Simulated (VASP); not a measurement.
Consider the following.

```yaml
crystal:
  lattice:
    - [0.00000, 2.80214, 2.80214]
    - [2.80214, 0.00000, 2.80214]
    - [2.80214, 2.80214, 0.00000]
  atoms:
    - { symbol: Zn, position: [0.00000, 0.00000, 0.00000] }
    - { symbol: S, position: [0.25000, 0.25000, 0.25000] }
```

All values below come from PBE GGA, VASP's PBE PAW potentials (set 64) (plane waves; VASP 6.6.1). Numerical set-up: 480 eV cut-off, 8×8×8 Γ-centred mesh, Gaussian smearing of 0.050 eV, potentials Zn S.

Q: Give the stress tensor in GPa (positive for a compressed cell).

A: 
```
-4.92   0.00   0.00
 0.00  -4.92   0.00
 0.00   0.00  -4.92
```
The pressure is its mean diagonal, -4.92 GPa.

The compound is ZnS in the zinc blende structure. This cell was strained or had an atom moved on purpose.
